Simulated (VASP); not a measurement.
Method: PBE GGA, VASP's PBE PAW potentials (set 64) (plane waves; VASP 6.6.1).

VASP input:

### POSCAR
```
Mg
1
    1.6052003593    -2.7802890326    -0.0000000000
    1.6052003593     2.7802890326     0.0000000000
    0.0000000000    -0.0000000000     5.1135469848
Mg
2
Direct
  0.3333330000   0.6666670000   0.2500000000
  0.6666670000   0.3333330000   0.7500000000
```

INCAR:
```
ALGO=Normal
EDIFF=1E-6
EDIFFG=-0.02
ENCUT=500
GGA=PE
IBRION=2
ISIF=3
ISMEAR=1
LASPH=.TRUE.
LCHARG=.FALSE.
LREAL=.FALSE.
LWAVE=.FALSE.
NELM=100
NSW=40
PREC=Accurate
SIGMA=0.1
SYSTEM=Mg
```

### KPOINTS
```
K-points
0
gamma
 13 13 7
0 0 0
```

POTCAR, in this order: Mg (PBE.64 set). Program: vasp_std.

What VASP printed:

File OSZICAR:
```
       N       E                     dE             d eps       ncg     rms          rms(c)
DAV:   1    -0.270256606334E+00   -0.27026E+00   -0.12349E+03  1008   0.453E+02
DAV:   2    -0.299739298805E+01   -0.27271E+01   -0.25622E+01  1374   0.271E+01
DAV:   3    -0.301552922368E+01   -0.18136E-01   -0.18059E-01  1404   0.304E+00
DAV:   4    -0.301557545623E+01   -0.46233E-04   -0.46232E-04  1386   0.135E-01
DAV:   5    -0.301557565715E+01   -0.20092E-06   -0.20069E-06  1350   0.712E-03    0.958E-01
DAV:   6    -0.300946819022E+01    0.61075E-02   -0.58572E-04  1326   0.283E-01    0.614E-01
DAV:   7    -0.300202566777E+01    0.74425E-02   -0.22965E-03  1140   0.489E-01    0.340E-02
DAV:   8    -0.300203811194E+01   -0.12444E-04   -0.13034E-05  1614   0.321E-02    0.771E-03
DAV:   9    -0.300203675445E+01    0.13575E-05   -0.12949E-06  1182   0.805E-03    0.621E-04
DAV:  10    -0.300203654945E+01    0.20499E-06   -0.65684E-09   762   0.721E-04
   1 F= -.30020365E+01 E0= -.30012794E+01  d E =-.300204E+01
       N       E                     dE             d eps       ncg     rms          rms(c)
DAV:   1    -0.300276762407E+01   -0.73087E-03   -0.20543E-03  1386   0.252E-01    0.142E-02
DAV:   2    -0.300276597089E+01    0.16532E-05   -0.88321E-06  1194   0.219E-02    0.900E-03
DAV:   3    -0.300276385673E+01    0.21142E-05   -0.15140E-06  1110   0.665E-03    0.205E-04
DAV:   4    -0.300276388501E+01   -0.28280E-07   -0.24262E-08   690   0.128E-03
   2 F= -.30027639E+01 E0= -.30020389E+01  d E =-.727336E-03
       N       E                     dE             d eps       ncg     rms          rms(c)
DAV:   1    -0.300308561822E+01   -0.32176E-03   -0.29790E-03  1368   0.301E-01    0.171E-02
DAV:   2    -0.300308327209E+01    0.23461E-05   -0.13011E-05  1164   0.266E-02    0.108E-02
DAV:   3    -0.300308036659E+01    0.29055E-05   -0.22418E-06  1218   0.798E-03    0.233E-04
DAV:   4    -0.300308039601E+01   -0.29421E-07   -0.27170E-08   642   0.137E-03
   3 F= -.30030804E+01 E0= -.30024674E+01  d E =-.104385E-02
       N       E                     dE             d eps       ncg     rms          rms(c)
DAV:   1    -0.300308205591E+01   -0.16893E-05   -0.14554E-05  1374   0.209E-02    0.128E-03
DAV:   2    -0.300308200691E+01    0.49003E-07   -0.60714E-08   726   0.185E-03
   4 F= -.30030820E+01 E0= -.30024790E+01  d E =-.104546E-02
       N       E                     dE             d eps       ncg     rms          rms(c)
DAV:   1    -0.300316646466E+01   -0.84409E-04   -0.47606E-04  1410   0.132E-01    0.747E-03
DAV:   2    -0.300316606759E+01    0.39707E-06   -0.20680E-06  1182   0.110E-02
   5 F= -.30031661E+01 E0= -.30026149E+01  d E =-.840607E-04
```

File OUTCAR:
```
------------------------ aborting loop because EDIFF is reached ----------------------------------------
  FORCE on cell =-STRESS in cart. coord.  units (eV):
  Direction    XX          YY          ZZ          XY          YZ          ZX
  --------------------------------------------------------------------------------------
  Total       -0.0114148     -0.0114148     -0.0013041      0.0000000     -0.0000000     -0.0000000
  in kB       -0.3995532     -0.3995534     -0.0456485      0.0000000     -0.0000000     -0.0000000
  external PRESSURE =      -0.2815850 kB  Pullay stress =       0.0000000 kB
  volume of cell :       45.77
      direct lattice vectors                 reciprocal lattice vectors
     1.599153361 -2.769815320  0.000000000     0.312665447 -0.180517451 -0.000000000
     1.599153361  2.769815320  0.000000000     0.312665447  0.180517451 -0.000000000
     0.000000000 -0.000000000  5.166943425    -0.000000000  0.000000000  0.193538020
 POSITION                                       TOTAL-FORCE (eV/Angst)
 -----------------------------------------------------------------------------------
      1.59915      0.92327      1.29174         0.000000      0.000000      0.000000
      1.59915     -0.92327      3.87521        -0.000000     -0.000000      0.000000
 -----------------------------------------------------------------------------------
    total drift:                                0.000001     -0.000006      0.000001
  FREE ENERGIE OF THE ION-ELECTRON SYSTEM (eV)
  ---------------------------------------------------
  free  energy   TOTEN  =        -3.0031660676 eV

  energy  without entropy=       -3.0015125246  energy(sigma->0) =       -3.00261489

 reached required accuracy - stopping structural energy minimisation
```
(Selected blocks of OUTCAR.)

### CONTCAR
```
Mg
   1.00000000000000
     1.5991533612549469   -2.7698153196309967    0.0000000000000000
     1.5991533612549469    2.7698153196309967    0.0000000000000000
     0.0000000000000000   -0.0000000000000000    5.1669434249540371
  Mg
     2
Direct
     0.3333330000000032    0.6666669999999968    0.2500000000000000
     0.6666669999999968    0.3333330000000032    0.7500000000000000
```

### OUTCAR
```
 val. band max:        2.6892970696   @ k =   0.3077  -0.0000   0.0000

 cond. band min:       2.7182466404   @ k =   0.3077   0.2308   0.0000


 Fermi energy:         2.6915954213

 k-point     1 :       0.0000    0.0000    0.0000
  band No.  band energies     occupation
      1      -4.2953      2.00000
      2       0.9872      2.00000
      3       1.4535      2.00000
      4      13.5541      0.00000
      5      13.5541      0.00000
      6      13.6626      0.00000

 k-point     2 :       0.0769    0.0000    0.0000
  band No.  band energies     occupation
      1      -4.1790      2.00000
      2       1.0934      2.00000
      3       1.5665      2.00000
      4      11.4794      0.00000
      5      12.4395      0.00000
      6      13.2560      0.00000

 k-point     3 :       0.1538   -0.0000    0.0000
  band No.  band energies     occupation
      1      -3.8308      2.00000
      2       1.4122      2.00000
      3       1.9019      2.00000
      4       9.1391      0.00000
      5      11.4642      0.00000
      6      12.1453      0.00000

 k-point     4 :       0.2308    0.0000    0.0000
  band No.  band energies     occupation
      1      -3.2533      2.00000
      2       1.9440      2.00000
      3       2.4440      2.00257
      4       6.9464      0.00000
      5      10.6845      0.00000
      6      10.9672      0.00000

 k-point     5 :       0.3077   -0.0000    0.0000
  band No.  band energies     occupation
      1      -2.4507      2.00000
      2       2.6893      1.03889
      3       3.1094     -0.00000
      4       5.0189      0.00000
      5       9.6620      0.00000
      6       9.6690      0.00000

 k-point     6 :       0.3846    0.0000    0.0000
  band No.  band energies     occupation
      1      -1.4289      2.00000
      2       2.7499      0.17540
      3       3.6479     -0.00000
      4       4.5045     -0.00000
      5       7.8437      0.00000
      6       8.2550      0.00000
...
```

The compound is Mg in the hcp structure. This run relaxes it. Symmetry was kept, so distortions that lower it aren't found.
